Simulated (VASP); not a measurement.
## CaSe: energy against volume

CaSe (rock salt, Fm-3m, 26.519 Å³/atom and stress up to 0.01 GPa in the relaxed cell, cube axes along x, y and z) under an equal strain ε along all three axes. PBE in VASP (plane waves, PAW), 480 eV, 10×10×10 Γ-centred mesh, Gaussian smearing 0.05 eV; ions are relaxed, or left where forces stay under 0.02 eV/Å, within the symmetry of each cell.

Here V stands for volume and E for E less E0.

```
volume (Å³/atom)  E less E0 (meV/atom)  pressure (GPa)
----------------  --------------------  --------------
24.9590                          15.64            3.29
25.3430                           8.74            2.39
25.7309                           3.90            1.54
26.1227                           1.02            0.75
26.5185                           0.00            0.01
26.9183                           0.77           -0.69
27.3220                           3.24           -1.34
27.7298                           7.35           -1.94
28.1417                          13.00           -2.51
28.9775                              ?               ?
```

Fit E of the 9 rows that show it with the third-order Birch-Murnaghan form, a cubic in V^(-2/3). With u = V^(-2/3) - 0.1125, the rows have u = 0.0045888, 0.0034030, 0.0022352, 0.0010851, -0.0000480, -0.0011642, -0.0022636, -0.0033470, -0.0044147. Least squares gives E = 0.006 + 164.4·u + 705229·u² + 283213·u³. Residuals (row less fit): 0.002, -0.003, 0.000, 0.005, 0.000, 0.000, -0.004, 0.005, 0.000; standard error 0.004 (degrees of freedom: 5). Its minimum lies at u = -0.0001166, so V0 = (0.1123834)^(-3/2) = 26.54. There d²E/du² = 1410000 and d³E/du³ = 1699000, so B0 = (4/9) × 26.54^(-7/3) × 1410000 × 0.160218 = 47.8 GPa (the last factor turns the table's units into GPa), and B0' = 4 + (2/3) × 0.1123834 × (1699000)/1410000 = 4.1. B0' rests on the cubic coefficient alone and has a standard error of 0.1 from these residuals.

Predict the withheld E at V = 28.9775 from the fit, and compare with the calculation.

u = -0.0065032, so E = 0.006 + 164.4 × (-0.0065032) + 705229 × (-0.0065032)² + 283213 × (-0.0065032)³ = 28.684 meV/atom. The calculation gives 28.65 meV/atom, 0.034 meV/atom below the prediction (0.1 % of the range of E in the table). The row lies outside the fitted rows, so this is an extrapolation. The scatter of the fitted rows lies at the last printed digit.

Other structures, which can take over under pressure, weren't tried. The same form fitted to the pressure column gives B0' = 4.1; series where the two differ by over 0.4 aren't shown. Rows are the converged runs of the series near zero and its far end, less any whose ions stayed unrelaxed beside relaxed ones; series whose fitted rows scatter by over a few per cent of the range, as at a crossing or softening among them, aren't shown in this form.
